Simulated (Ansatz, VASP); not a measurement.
# Sc in two plane-wave programs, part 2 of 2

Aim: how closely do two programs agree when they are given the same cell, functional and k mesh? The cell is taken from a series of runs on this material, whose earlier steps may have relaxed, scaled, displaced or heated it; both programs get it as it stands.

VASP 6.6.1 and Ansatz 0.2.0.

So far: The starting structure; VASP: zone-centre phonons, PBEsol.

### Step 3. Ansatz: zone-centre phonons, PBEsol

Level of this step: Ansatz beside VASP: Kohn-Sham DFT, plane waves, PBEsol (Ansatz).

Ansatz runs on its default PAW (the set named soft_2) files.

The same cell, functional, mesh and smearing now go to Ansatz, which takes its cutoff from its data sets.

Contents of input.yaml:

```yaml
crystal:
  lattice:
    - [3.3292979424, 0.0, 0.0]
    - [-1.6646489712, 2.8832565949, 0.0]
    - [0.0, 0.0, 5.1698800625]
  atoms:
    - { symbol: Sc, position: [0.3333333333, 0.6666666667, 0.25] }
    - { symbol: Sc, position: [0.6666666667, 0.3333333333, 0.75] }
kpoints:
  mp_grid: { grid: [15, 15, 8] }
hamiltonian:
  xc: pbesol
scf:
  occupations: { method: methfessel_paxton, width: 0.2 }
output:
  eigenvalues: true
phonons:
  method: dfpt
  qmesh: [3, 3, 2]
  temperatures: { t_max: 1000, t_step: 50 }
  qpath:
    path:
      - [[0.0, 0.0, 0.0], [0.5, 0.0, 0.0], [0.33333333, 0.33333333, 0.0], [0.0, 0.0, 0.0], [0.0, 0.0, 0.5], [0.5, 0.0, 0.5], [0.33333333, 0.33333333, 0.5], [0.0, 0.0, 0.5]]
      - [[0.5, 0.0, 0.5], [0.5, 0.0, 0.0]]
      - [[0.33333333, 0.33333333, 0.5], [0.33333333, 0.33333333, 0.0]]
    npoints: 10
```

Started as:

```
ansatz run input.yaml --threads 8 --pin off --max-ram 30720MiB --backend cpu --events-out ev --progress --plain --runs-dir out
```

Numbers of over 12 decimals in the logs are rounded to 6 here.

Output:

```text
Engine: ansatz 0.2.0, aarch64-unknown-linux-gnu
Pseudopotentials: kind: paw
Pseudopotential: Sc, paw, valence charge 11, recommended cutoff 420 eV (normal), Sc.paw.azcp
Functional definition: PBEsol
  exchange = pbesol_x
  correlation = pbesol_c
Crystal: 2 atoms, lattice volume = 49.627 Å³
Basis set: ecut = 420 eV, 977 PW (Γ), exchange–correlation on 48×48×72 points (8 copies of the dense FFT grid, shifted against one another)
Bands: 15, of which v1, the nominal top of the filled ones, is band 11 counted from 1 (10 counted from 0)
Symmetry: 24 space group operations
k-points: 135 of 1800
Non-local potential: Sc, projectors of the file, l = 0: 3, l = 1: 2, l = 2: 3, l = 3: 1
PAW form: soft (Blöchl's): semilocal exchange-correlation on the pseudo side does not see the compensation charge
PAW frozen core: Sc, regenerated for the run's functional, and the local potential with it (the file was generated under x = pbe(κ = 0.804, μ = 0.219515), c = pbe(β = 0.066725))
PAW one-centre angular grid: Sc, 590 points (default); XC on 64 Gauss nodes
Initial density: superposition of atomic densities (neutral atoms: chi_scale 0, normalization atom), corrected by the library's trained network
Initial wavefunctions: pseudopotential atomic-orbital guess
Functional: x = pbesol(κ = 0.804, μ = 0.123457), c = pbesol(β = 0.046)
SCF iter   1: F=—  HF=-4222.722432 eV  |F-HF|=—  |Δ(HF+E_count)|=         —  Δρ=4.24e-3  dr2=8.58e-3  ethr=1.77e-3  ⟨swp⟩=3.1  Hψ=7406  notcnv=0
preconditioner: auto → none  [metal: Δε(μ)=0.004 eV  Ē_g=2.507 eV  σ=0.200 eV  W_gap=0.02  n_scr=8 (ndim 8)  ℏωp=12.9 eV  f_vac=0.000  D(μ)=4.27/eV (n_scr^D=42)  sad-step TF]
SCF iter   2: F=—  HF=-4222.719700 eV  |F-HF|=—  |Δ(HF+E_count)|=   2.73e-3  S|Δr|=    0.00e0  Δρ=2.05e-3  dr2=2.25e-3  ethr=3.90e-5  ⟨swp⟩=1.9  Hψ=3764  notcnv=0
SCF iter   3: F=—  HF=-4222.719035 eV  |F-HF|=—  |Δ(HF+E_count)|=   6.65e-4  S|Δr|=    0.00e0  Δρ=1.43e-4  dr2=5.88e-6  ethr=1.02e-5  ⟨swp⟩=3.0  Hψ=3724  notcnv=0
SCF iter   4: F=—  HF=-4222.719039 eV  |F-HF|=—  |Δ(HF+E_count)|=   3.65e-6  S|Δr|=    0.00e0  Δρ=2.27e-5  dr2=1.71e-7  ethr=2.67e-8  ⟨swp⟩=2.0  Hψ=2447  notcnv=0
SCF iter   5: F=—  HF=-4222.719040 eV  |F-HF|=—  |Δ(HF+E_count)|=   7.17e-7  S|Δr|=    0.00e0  Δρ=3.06e-6  dr2=2.42e-9  ethr=7.77e-10  ⟨swp⟩=2.1  Hψ=3256  notcnv=0
SCF iter   6: F=—  HF=-4222.719040 eV  |F-HF|=—  |Δ(HF+E_count)|=  2.46e-10  S|Δr|=    0.00e0  Δρ=5.06e-7  dr2=1.05e-10  ethr=1.10e-11  ⟨swp⟩=2.0  Hψ=3539  notcnv=0
SCF iter   7: F=-4222.719040 eV  HF=-4222.719040 eV  |F-HF|=9.09e-13  |Δ(HF+E_count)|=  4.09e-11  S|Δr|=    0.00e0  Δρ=3.41e-8  dr2=4.15e-13  ethr=1.00e-12  ⟨swp⟩=4.7  Hψ=7355  notcnv=0
SCF 1 converged in 7 iterations: F = -4222.719040 eV  dr2 = 4.15e-13
  greatest PAW one-centre occupation: 0.998 electrons in one spin orbital (limit 2), on the Sc atom at site 1 (counted from 0), in its partial waves of l = 0
NSCF: frozen V_eff on 135 k-points
NSCF: frozen V_eff on 320 k-points
DFPT response loops at q = (0, 0, 0) (fractional): preconditioner auto → Kerker (q_TF=auto, 2.382 Å⁻¹) (partly filled bands, converged f_vac=0.000); β = 1.00, the filter's whole step (`scf.mixing.beta` (0.50) is not read by the response loops under this deck's `scf.mixing.preconditioner`; to damp them name `kerker` or `kerker_dos`, under which they read `scf.mixing.beta`, and type it under 1.00, their step now; both keys bind the ground state too); Broyden in place of MSR1
NSCF: frozen V_eff on 640 k-points
DFPT response loops at q = (0, 0, -0.5) (fractional): mixed as the last ones told, above
NSCF: frozen V_eff on 1200 k-points
DFPT response loops at q = (0, 0.333333, 0) (fractional): mixed as the last ones told, above
NSCF: frozen V_eff on 1200 k-points
DFPT response loops at q = (0, 0.333333, -0.5) (fractional): mixed as the last ones told, above
NSCF: frozen V_eff on 1200 k-points
DFPT response loops at q = (0.333333, 0.333333, 0) (fractional): mixed as the last ones told, above
NSCF: frozen V_eff on 1200 k-points
DFPT response loops at q = (0.333333, 0.333333, -0.5) (fractional): mixed as the last ones told, above
SCF converged after 7 iterations
Stability not checked: this state was not tested for a lower state beside it, because cold or Methfessel-Paxton smearing, or corrected tetrahedra, fill the levels in a way that the test cannot read (fill_not_monotonic; see scf.lower_state_search)
Free energy (F): -4222.719040 eV
Harris-Foulkes:  -4222.719040 eV  (|F-HF|=9.09e-13)
Internal energy: -4222.713725 eV  (E = F + TS)
E sigma→0 (E₀):  -4222.717711 eV
Entropy (-TS):   -0.005315 eV (-2.657 meV/atom)
Fermi energy:    9.070740 eV
--- Per-component energies (eV) ---
  E_band       = -339.541855
  E_kinetic    = 519.592385
  E_local      = -1693.359714  (includes V_loc(G=0)·N_el)
  E_nonlocal   = 168.522020
  E_hartree    = 576.545554
  E_xc         = -205.639912
  E_vxc        = -255.703749  (∫ρ·V_xc dr)
  E_paw        = -1863.950452  (= ΣΔE_a)
  E_vpaw       = -231.683947  (= ΣTr[D̂ρ^β])
  E_aug_tail   = 0.000021  (compensation charges beyond the density's cutoff)
  E_ewald      = -1724.681677
  E_core_change = 0.258050  (= ΣΔE_core)
  E_smearing   = -0.005315  (= −TS)
  E_closure    = 0.000000  (closes the sum)
  Σ components = -4222.719040   (vs F -4222.719040, Δ=0.00e0)
--- Band table (eV; the first three rows and the last of 135) ---
  k-point 0: bands = [... 7 lower, -18.6287, 3.9573, 7.4464, 9.6991, 10.6505, 10.6505, 10.9286, 11.1009]
  k-point 1: bands = [... 7 lower, -18.6459, 4.0631, 7.2971, 9.6547, 10.5930, 10.5930, 10.8574, 11.0338]
  k-point 2: bands = [... 7 lower, -18.6706, 4.3735, 6.8516, 9.6451, 10.5132, 10.5132, 10.6577, 10.8739]
  k-point 134: bands = [... 7 lower, -18.7024, 8.6699, 8.6699, 8.9306, 8.9306, 9.3339, 9.3339, 11.4520]
--- Phonons (Γ-DFPT): 2 representative perturbations + reference (Σ response iterations 6) ---
  ASR residual: 1.052e-5 → 0.000e0 eV/Å²; symmetrization residual: 4.210e-12 eV/Å²
  ASR residual per site (eV/Å²): 1.05e-5 1.05e-5
  Γ frequencies (cm⁻¹): 0.00 0.00 0.00 131.92 131.92 217.78
--- Phonons (arbitrary-q DFPT): 6 irreducible q on the 3×3×2 mesh ---
  q = [0.0000, 0.0000, 0.0000] (star 1, of the zone-centre solve; hermiticity 1.45e-14, symmetrization 1.07e-12): -0.00 0.00 0.00 131.92 131.92 217.78
  q = [0.0000, 0.0000, -0.5000] (star 1, 2 solved perturbations in 455 linear systems a pass and spin channel, the states on 320 of 1800 k-point pairs; hermiticity 2.00e-12, symmetrization 7.85e-9): 95.55 95.55 95.55 95.55 155.14 155.14
  q = [0.0000, 0.3333, 0.0000] (star 6, 3 solved perturbations on 600 of 1800 k-point pairs; hermiticity 1.02e-6, symmetrization 9.03e-14): 104.01 107.49 167.37 182.48 187.70 214.69
  q = [0.0000, 0.3333, -0.5000] (star 6, 3 solved perturbations on 600 of 1800 k-point pairs; hermiticity 1.23e-6, symmetrization 7.43e-7): 128.09 128.09 142.92 142.92 183.67 183.67
  q = [0.3333, 0.3333, 0.0000] (star 2, 2 solved perturbations in 830 linear systems a pass and spin channel, the states on 600 of 1800 k-point pairs; hermiticity 1.34e-7, symmetrization 1.14e-7): 161.02 161.02 173.70 173.70 197.25 198.44
  q = [0.3333, 0.3333, -0.5000] (star 2, 2 solved perturbations in 830 linear systems a pass and spin channel, the states on 600 of 1800 k-point pairs; hermiticity 4.41e-7, symmetrization 1.64e-8): 106.32 106.32 179.75 179.75 187.98 187.98
  sum rule: each row above includes the acoustic sum rule's correction from the zone centre's row sums; it moved no ω² by more than (0.25 cm⁻¹)²
  mesh force constants: q→R imaginary residual 0.00e0; ASR residual 1.052e-5 → 0.000e0 eV/Å²; symmetrization residual 1.776e-15 eV/Å²
  interpolated dispersion: 93 rows × 6 modes
  density of states and harmonic sums: on the 21×21×12 q-mesh, interpolated from the force constants of a 3×3×2 supercell (no non-analytic term)
  largest difference from the sums on the solved wave vectors: F 3.72e-2 eV, S 5.15e-5 and C_V 1.43e-5 eV/K
  zero-point energy: 0.057094 eV/cell   skipped modes (ω ≤ 0): 3   left out of the sums: 9.45e-5 of the cell's modes: C_V's classical limit lies that fraction below 3 k_B per atom; for a crystal, a wire or a layer, F and S can be off by more, and a phonons.interpolated_qmesh denser along its periods is the remedy for the sampling
```

### Step 4. Comparison

Known differences besides the potentials themselves: VASP's run holds the zone centre alone; the cutoff is 420 eV in Ansatz and 500 eV in VASP; Ansatz makes its cores anew for this functional, VASP keeps those of its PBE data sets. Total energies have different zeros and are not compared.

The two programs side by side:

| quantity | Ansatz | VASP | difference |
| --- | --- | --- | --- |
| optical mode 1 to 2 (cm⁻¹) | 131.9 | 133.1 | -0.90 % |
| optical mode 3 (cm⁻¹) | 217.8 | 218.2 | -0.18 % |

Modes are paired by rising frequency, not by their patterns, so a pair may set unlike modes beside each other; they are those without the splitting of longitudinal modes.

### Step 5. What came out

| Property | Result |
| --- | --- |
| r.m.s. difference of the optical zone-centre modes, each program's sorted by frequency (zone-centre phonons, PBEsol) | 1.0 cm⁻¹ |
| difference in optical mode 1 to 2 (zone-centre phonons, PBEsol) | -0.9 % |

In words: The r.m.s. difference of the optical zone-centre modes, each program's sorted by frequency is 1.0 cm⁻¹ (zone-centre phonons, PBEsol). Among the rows given in per cent, the largest difference of the zone-centre phonons, PBEsol pair is in optical mode 1 to 2, -0.9 %. Such differences can come from data sets, numerical settings and the points named under the comparisons, not from the functional's error against experiment.

[Lines on the potential files, build, host, timing and source positions are cut from VASP's logs without a mark.]

[Logs are printed without paths, hosts, clocks, repeated set-up lines and the standing remarks that a program may print on its own settings, such as how far it seeks lower states.]

[Hosts, paths, dates, database ids (printed as entryN), source tags and the programs' standing remarks are cut or masked in the printed files.]
